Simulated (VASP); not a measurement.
Consider the following.

```xyz
2
Lattice="0.0000 3.2946 3.2946 3.2946 0.0000 3.2946 3.2946 3.2946 0.0000" Properties=species:S:1:pos:R:3 pbc="T T T"
Hg     0.0000     0.0000     0.0000
Te     1.6473     1.6473     1.6473
```

All values below come from PBE GGA, VASP's PBE PAW potentials (set 64) (plane waves; VASP). Settings: 400 eV cut-off, 5×5×5 Γ-centred mesh, Gaussian smearing of 0.050 eV, potentials Hg Te.

Energy and stress use the plane-wave basis of the starting cell.

### Question
The ions, cell shape and volume are relaxed. Predict the relaxed structure.

### Answer

```xyz
2
Lattice="0.0000 3.3300 3.3300 3.3300 0.0000 3.3300 3.3300 3.3300 0.0000" Properties=species:S:1:pos:R:3 pbc="T T T"
Hg     0.0000     0.0000     0.0000
Te     1.6650     1.6650     1.6650
```
Space group F-43m (216), at a tolerance of 0.03 Å.

### Question
How do energy and volume change from the first to the last step?

### Answer
The energy (σ→0) changes by -4.3 meV/atom and the volume by +3.3 %, in 3 ionic steps.

```csv
step,E(σ→0) (eV),max force (eV/Å),pressure (GPa),volume (Å³)
1,-3.6157,0.000,1.21,71.52
2,-3.6239,0.000,-0.23,74.35
3,-3.6242,0.000,0.00,73.85
```

The compound is HgTe in the zinc blende structure. This run relaxes it. Symmetry was kept, so distortions that lower it aren't found. The k-mesh is coarse (spacing up to 0.33 per Å, 2π included), so the numbers may not be converged in it.
